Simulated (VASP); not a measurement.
Here is the system:

```xyz
3
Lattice="1.8910 -3.2752 0.0000 1.8910 3.2752 0.0000 0.0000 0.0000 4.9727" Properties=species:S:1:pos:R:3 pbc="T T T"
Pt     0.0000     0.0000     0.0000
Se     1.8910     1.0918     1.2945
Se     1.8910    -1.0918     3.6782
```

Level of theory: optB86b-vdW, VASP's PBE PAW potentials (set 64) (plane waves; VASP). Settings: 520 eV cut-off, Gaussian smearing of 0.050 eV, potentials Pt Se.

**Question.** Give the energies of bands 3 to 14 at the high-symmetry points, in eV from the Fermi level.

**Answer.** 
```json
[
 {"band": "3", "Γ": "-6.97", "M": "-7.01", "K": "-6.74", "A": "-6.04", "L": "-7.37", "H": "-6.23"},
 {"band": "4", "Γ": "-6.12", "M": "-5.47", "K": "-5.83", "A": "-6.04", "L": "-5.80", "H": "-6.23"},
 {"band": "5", "Γ": "-6.12", "M": "-5.08", "K": "-5.83", "A": "-5.07", "L": "-5.75", "H": "-5.95"},
 {"band": "6", "Γ": "-3.78", "M": "-3.85", "K": "-4.52", "A": "-3.82", "L": "-4.64", "H": "-4.30"},
 {"band": "7", "Γ": "-3.78", "M": "-3.73", "K": "-4.52", "A": "-3.82", "L": "-3.38", "H": "-4.30"},
 {"band": "8", "Γ": "-2.52", "M": "-3.52", "K": "-3.57", "A": "-2.91", "L": "-3.33", "H": "-4.22"},
 {"band": "9", "Γ": "-1.03", "M": "-3.32", "K": "-2.41", "A": "-1.78", "L": "-3.08", "H": "-3.46"},
 {"band": "10", "Γ": "-1.03", "M": "-3.26", "K": "-1.73", "A": "-1.61", "L": "-2.60", "H": "-2.47"},
 {"band": "11", "Γ": "0.58", "M": "-2.92", "K": "-1.73", "A": "-1.61", "L": "-1.22", "H": "-2.47"},
 {"band": "12", "Γ": "1.12", "M": "0.46", "K": "-0.11", "A": "2.14", "L": "0.67", "H": "2.05"},
 {"band": "13", "Γ": "1.12", "M": "2.26", "K": "-0.11", "A": "2.14", "L": "1.32", "H": "2.05"},
 {"band": "14", "Γ": "3.49", "M": "4.79", "K": "3.79", "A": "4.87", "L": "4.57", "H": "6.29"}
]
```

It has no gap at this level: it comes out as a metal or semimetal.

The compound is PtSe2 in the 1T layered structure. It was relaxed first.
